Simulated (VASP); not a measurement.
Given:

```
EuS
1.0
    0.00000     2.93801     2.93801
    2.93801     0.00000     2.93801
    2.93801     2.93801     0.00000
Eu S
1 1
Direct
  0.00000   0.00000   0.00000
  0.50000   0.50000   0.50000
```

Level of theory: PBE GGA, VASP's PBE PAW potentials (set 64) (plane waves; VASP). Run with 520 eV cut-off, 7×7×7 Γ-centred mesh, Gaussian smearing of 0.050 eV, potentials Eu_2 S.

The 4f electrons are frozen in the core of the lanthanide potential, so 4f levels, which can set the real gap, and their magnetism are missing.

Q: Predict the energy per atom (σ→0).

A: 
```yaml
energy per atom (σ→0): -5.319 eV/atom
```

The absolute energy has meaning only against runs of the same code, potentials and settings.

The compound is EuS in the rock salt structure. It was relaxed first.
